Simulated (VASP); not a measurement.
Here is the system:

```
CELL_PARAMETERS angstrom
      4.00824     0.00000     0.00000
      0.00000     4.00824     0.00000
      0.00000     0.00000     4.00824
ATOMIC_POSITIONS crystal
  K  0.00000 0.00000 0.00000
  Ta 0.50000 0.50000 0.50000
  O  0.50000 0.00000 0.50000
  O  0.00000 0.50000 0.50000
  O  0.50000 0.50000 0.00000
```

Calculation: PBE GGA with D3 dispersion (Becke-Johnson damping), VASP's PBE PAW potentials (set 64) (plane waves; VASP 6.6.1). Numerical set-up: 520 eV cut-off, 6×6×6 Γ-centred mesh, tetrahedra with Blöchl corrections, potentials K_sv Ta_pv O.

Unless said otherwise, spin-orbit coupling is left out, though it shifts the bands of the heavy elements here.

**Question.** Tabulate the total density of states (states/eV per cell) against energy (eV; zero at the valence-band maximum or, without a gap, the Fermi level).

**Answer.** 
(E (eV), DOS (states/eV)): (-9.92, 0.00); (-9.32, 0.00); (-8.60, 0.00); (-8.00, 0.00); (-7.28, 0.00); (-6.68, 0.00); (-6.08, 0.00); (-5.36, 2.12); (-4.76, 2.21); (-4.16, 2.26); (-3.44, 3.24); (-2.84, 5.91); (-2.24, 2.51); (-1.52, 1.10); (-0.92, 6.45); (-0.20, 2.78); (0.40, 0.00); (1.00, 0.00); (1.72, 0.00); (2.32, 0.17); (3.04, 1.19); (3.64, 1.14); (4.24, 1.53); (4.96, 3.37); (5.56, 1.68)
Within 2 eV below the valence-band maximum the largest weight inside VASP's projection spheres is O p.

The compound is KTaO3 in the cubic perovskite structure. It was relaxed first.
